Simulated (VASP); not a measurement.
An input for Quantum ESPRESSO's pw.x (written as the equivalent of a VASP run, and not itself run):

```
&CONTROL
  calculation = 'scf'
  pseudo_dir = './pseudo'
  outdir = './out'
  tprnfor = .true.
  tstress = .true.
/
&SYSTEM
  ibrav = 0
  nat = 4
  ntyp = 2
  ecutwfc = 92
  occupations = 'smearing'
  smearing = 'methfessel-paxton'
  degauss = 0.00735
  input_dft = 'pw91'
/
&ELECTRONS
  conv_thr = 7.3e-09
  electron_maxstep = 100
/
ATOMIC_SPECIES
  Cu 63.546 Cu.upf
  Au 196.967 Au.upf
CELL_PARAMETERS angstrom
     3.7859875    0.0000000    0.0000000
     0.0000000    3.7859875    0.0000000
     0.0000000    0.0000000    3.7859875
ATOMIC_POSITIONS crystal
  Cu   0.0000000  0.5000000  0.5000000
  Cu   0.5000000  0.0000000  0.5000000
  Cu   0.5000000  0.5000000  0.0000000
  Au   0.0000000  0.0000000  0.0000000
K_POINTS automatic
  8 8 8 0 0 0
```

Translate this input to VASP (INCAR, KPOINTS, POSCAR, choice of POTCAR).

This is not unique; one that fits is 
**KPOINTS**
```
Automatic mesh
0
Gamma
8 8 8
0 0 0
```

### POSCAR
```
Cu3Au
3.7859880
  0.9999998710   0.0000000000   0.0000000000
  0.0000000000   0.9999998710   0.0000000000
  0.0000000000   0.0000000000   0.9999998710
Cu Au
3 1
Direct
  0.0000000000   0.5000000000   0.5000000000
  0.5000000000   0.0000000000   0.5000000000
  0.5000000000   0.5000000000   0.0000000000
  0.0000000000   0.0000000000   0.0000000000
```

**INCAR**
```
ALGO = Normal
EDIFF = 1E-7
ENCUT = 520
GGA = 91
ISIF = 2
ISMEAR = 1
LASPH = T
LCHARG = F
LMAXMIX = 6
LREAL = F
LWAVE = F
NELM = 100
PREC = Accurate
SIGMA = 0.1
SYSTEM = Cu3Au
```

POTCAR, in this order: Cu Au (PBE.64 set). Program: vasp_std.

What does not carry over: the potentials are each code's own (VASP's PAW set, PseudoDojo norm-conserving files in pw.x), so ENCUT and ecutwfc are chosen apart and not converted; conv_thr bounds pw.x's estimated SCF error, while EDIFF bounds the energy change between steps.

The compound is Cu3Au in the L1_2 structure. It was relaxed first.
